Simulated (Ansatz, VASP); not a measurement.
## C (Graphite) in two plane-wave programs

Wanted: the spread between two codes on one cell, functional and k mesh. The cell comes out of the VASP series on this material, whose earlier steps may have relaxed, scaled or displaced it; both programs get it as it stands.

Method: plane waves, with VASP 6.6.1 beside it; zone-centre phonons at r2SCAN and elastic constants at r2SCAN, in Ansatz 0.2.0.

**1. Set-up**

The structure is hexagonal, space group P6_3/mmc (No. 194). The conventional cell has a = 2.458 Å, b = 2.458 Å, c = 7.043 Å, α = 90.00°, β = 90.00°, γ = 120.00°. Nearest to C lie 3 C at 1.42 Å. Nearest to C lie 3 C at 1.42 Å.

**2. Ansatz: zone-centre phonons, r2SCAN**

Ansatz runs on its default PAW (the set named soft_2) files.

Second derivatives magnify differences that forces hide, and they need a tight electronic threshold.

The input, input.yaml:

```yaml
crystal:
  lattice:
    - [2.4577244844, 0.0, 0.0]
    - [-1.2288622422, 2.128451839, 0.0]
    - [0.0, 0.0, 7.0433122911]
  atoms:
    - { symbol: C, position: [0.0, 0.0, 0.25] }
    - { symbol: C, position: [0.0, 0.0, 0.75] }
    - { symbol: C, position: [0.3333333333, 0.6666666667, 0.25] }
    - { symbol: C, position: [0.6666666667, 0.3333333333, 0.75] }
hamiltonian:
  xc: r2scan
  pseudopotentials: { kind: paw }
kpoints:
  mp_grid: { grid: [20, 20, 6] }
scf:
  occupations: { method: gaussian, width: 0.05 }
phonons:
  method: dfpt
  qpoints: [[0, 0, 0]]
```

Run with:

```console
> ansatz run input.yaml --threads 4 --pin off --max-ram 9216MiB --backend cpu --events-out ev --progress --plain --runs-dir out
```

Numbers of over 12 decimals in the logs are rounded to 6 here.

Log:

```text
Engine: ansatz 0.2.0, aarch64-unknown-linux-gnu
Pseudopotentials: kind: paw
Pseudopotential: C, paw, valence charge 4, recommended cutoff 500 eV (meta_gga), C.paw.azcp
Functional definition: r2SCAN
  parameter k0 = 0.174
  parameter k1 = 0.065
  parameter a1 = 4.9479
  exchange = r2scan_x(k0 = k0, k1 = k1, a1 = a1)
  correlation = r2scan_c
Crystal: 4 atoms, lattice volume = 36.845 Å³
Basis set: ecut = 500 eV, 955 PW (Γ), exchange–correlation on 90×90×270 points (125 copies of the dense FFT grid, shifted against one another)
Bands: 12, of which v1, the nominal top of the filled ones, is band 8 counted from 1 (7 counted from 0)
Symmetry: 24 space group operations
k-points: 642 of 2400 (irreducible under 2 space group operations, time reversal used)
Non-local potential: C, projectors of the file, l = 0: 2, l = 1: 2, l = 2: 1
PAW form: soft (Blöchl's): semilocal exchange-correlation on the pseudo side does not see the compensation charge
PAW frozen core: C, regenerated for the run's functional (the file was generated under x = pbe(κ = 0.804, μ = 0.219515), c = pbe(β = 0.066725))
PAW one-centre angular grid: C, 302 points (default); XC on 239 of its mesh's 2573 points in the sphere
Initial density: superposition of atomic densities (neutral atoms: chi_scale 0, normalization atom), corrected by the library's trained network
Initial wavefunctions: pseudopotential atomic-orbital guess
Functional: x = r2scan, c = r2scan; τ floored in thin density (d = 2e-4 eV/Å³)
SCF iter   1: F=—  HF=-1006.598557 eV  |F-HF|=—  |Δ(HF+E_count)|=         —  Δρ=7.40e-3  dr2=5.63e-3  dr2_τ=8.20e-1  ethr=1.77e-3  ⟨swp⟩=6.4  Hψ=44764  notcnv=0
preconditioner: auto → none  [insulator: Δε(μ)=0.675 eV  Ē_g=16.591 eV  σ=0.050 eV  W_gap=1.00  n_scr=4 (ndim 8)  ℏωp=24.5 eV  f_vac=0.036  D(μ)=0.00/eV (n_scr^D=0)  ε∞_Penn≈3.2]
SCF iter   2: F=—  HF=-1006.674288 eV  |F-HF|=—  |Δ(HF+E_count)|=   7.57e-2  Δρ=4.71e-3  dr2=2.36e-3  dr2_τ=1.20e-4  ethr=3.52e-5  ⟨swp⟩=2.0  Hψ=20548  notcnv=0
SCF iter   3: F=—  HF=-1006.674615 eV  |F-HF|=—  |Δ(HF+E_count)|=   3.28e-4  Δρ=2.13e-3  dr2=8.10e-4  dr2_τ=9.36e-5  ethr=1.48e-5  ⟨swp⟩=2.0  Hψ=13490  notcnv=0
SCF iter   4: F=—  HF=-1006.674492 eV  |F-HF|=—  |Δ(HF+E_count)|=   1.23e-4  Δρ=8.96e-4  dr2=1.30e-4  dr2_τ=4.86e-6  ethr=5.06e-6  ⟨swp⟩=2.0  Hψ=12465  notcnv=0
SCF iter   5: F=—  HF=-1006.674473 eV  |F-HF|=—  |Δ(HF+E_count)|=   1.91e-5  Δρ=1.27e-4  dr2=5.00e-6  dr2_τ=7.22e-7  ethr=8.15e-7  ⟨swp⟩=2.8  Hψ=13162  notcnv=0
SCF iter   6: F=—  HF=-1006.674472 eV  |F-HF|=—  |Δ(HF+E_count)|=   1.30e-6  Δρ=2.39e-5  dr2=9.00e-8  dr2_τ=7.01e-9  ethr=3.13e-8  ⟨swp⟩=2.6  Hψ=13482  notcnv=0
SCF iter   7: F=—  HF=-1006.674472 eV  |F-HF|=—  |Δ(HF+E_count)|=   1.27e-7  Δρ=1.26e-6  dr2=2.81e-10  dr2_τ=6.28e-11  ethr=5.63e-10  ⟨swp⟩=2.7  Hψ=12703  notcnv=0
SCF iter   8: F=—  HF=-1006.674472 eV  |F-HF|=—  |Δ(HF+E_count)|=  3.06e-10  Δρ=4.02e-7  dr2=2.43e-11  dr2_τ=2.13e-12  ethr=1.76e-12  ⟨swp⟩=2.3  Hψ=13235  notcnv=0
SCF iter   9: F=-1006.674472 eV  HF=-1006.674472 eV  |F-HF|=6.82e-13  |Δ(HF+E_count)|=  6.37e-12  Δρ=2.27e-8  dr2=1.51e-13  dr2_τ=1.42e-14  ethr=1.00e-12  ⟨swp⟩=6.1  Hψ=34419  notcnv=0
SCF 1 converged in 9 iterations: F = -1006.674472 eV  dr2 = 1.51e-13
  greatest PAW one-centre occupation: 0.687 electrons in one spin orbital (limit 2), on the C atom at site 1 (counted from 0), in its partial waves of l = 0
DFPT response loops at Γ: preconditioner auto → Resta (q_TF=auto, 2.374 Å⁻¹)  ε∞=9.4 (no band partly filled); β = 1.00, the filter's whole step (`scf.mixing.beta` (0.50) is not read by the response loops at its default; to damp them type it under 1.00, their step now; it binds the ground state too); Broyden in place of MSR1
SCF converged after 9 iterations
Free energy (F): -1006.674472 eV
Harris-Foulkes:  -1006.674472 eV  (|F-HF|=6.82e-13)
Internal energy: -1006.674472 eV  (E = F + TS)
E sigma→0 (E₀):  -1006.674472 eV
Fermi energy:    6.510931 eV
--- Per-component energies (eV) ---
  E_band       = -52.454126
  E_kinetic    = 363.196487
  E_local      = -662.068209  (includes V_loc(G=0)·N_el)
  E_nonlocal   = 107.731703
  E_hartree    = 206.265500
  E_xc         = -188.790199
  E_vxc        = -261.511358  (∫ρ·V_xc dr)
  E_paw        = -403.488006  (= ΣΔE_a)
  E_vpaw       = -26.980854  (= ΣTr[D̂ρ^β])
  E_aug_tail   = 0.000021  (compensation charges beyond the density's cutoff)
  E_vtau       = 14.647082  (kinetic-family band-sum trace: ∫τ·v_τ [+ j·A + Jᵃ·Aᵃ] dr)
  E_ewald      = -429.422674
  E_core_change = -0.099095  (= ΣΔE_core)
  E_smearing   = -0.000000  (= −TS)
  E_closure    = 0.000000  (closes the sum)
  Σ components = -1006.674472   (vs F -1006.674472, Δ=0.00e0)
--- Band table (eV; the first three rows and the last of 642) ---
  k-point 0: bands = [... 4 lower, 3.2393, 3.2393, 3.2508, 3.2508, 10.4930, 15.2165, 15.2165, 15.2521]
  k-point 1: bands = [... 4 lower, 3.2401, 3.2401, 3.2500, 3.2500, 10.7946, 15.2188, 15.2188, 15.2496]
  k-point 2: bands = [... 4 lower, 3.2422, 3.2422, 3.2479, 3.2479, 11.6409, 14.3580, 15.2252, 15.2252]
  k-point 641: bands = [... 4 lower, -3.0168, -3.0168, 3.5463, 3.5463, 9.5118, 9.5118, 17.2032, 17.2032]
--- Phonons (Γ-DFPT): 4 representative perturbations + reference, on 642 of 2400 k-points (Σ response iterations 26) ---
  k mesh reduced under 2 symmetry operations, with k and −k counted as one. Each operation leaves every solved perturbation unchanged. A smaller set is not considered because the functional reads the kinetic-energy density
  ASR residual: 9.447e-4 → 0.000e0 eV/Å²; symmetrization residual: 1.813e-7 eV/Å²
  ASR residual per site (eV/Å²): 8.23e-4 8.23e-4 9.45e-4 9.45e-4
  Γ frequencies (cm⁻¹): 0.00 0.00 0.00 34.27 34.27 94.98 887.78 889.67 1593.44 1593.44 1598.52 1598.52
  non-analytic LO–TO correction: not included (Born effective charges unavailable; polar crystals: no LO–TO splitting at Γ)
--- Phonons (arbitrary-q DFPT): 1 explicit q-point ---
  q = [0, 0, 0] (of the zone-centre solve; hermiticity 6.44e-9, symmetrization 1.61e-12): 0.00 0.00 0.00 34.27 34.27 94.98 887.78 889.67 1593.44 1593.44 1598.52 1598.52
  sum rule: each row above includes the acoustic sum rule's correction from the zone centre's row sums; it moved no ω² by more than (4.62 cm⁻¹)²
```

It took 98 s on 4 threads of Arm Neoverse V1, shared host; peak memory 1.6 GiB; 6.4 min of CPU time.

[end of part 1 of 3]

[Lines on the potential files, build, host, timing and source positions are cut from VASP's logs without a mark.]

[Logs are printed without paths, hosts, clocks, repeated set-up lines and the standing remarks that a program may print on its own settings, such as how far it seeks lower states.]

[Hosts, paths, dates, database ids (printed as entryN), source tags and the programs' standing remarks are cut or masked in the printed files.]
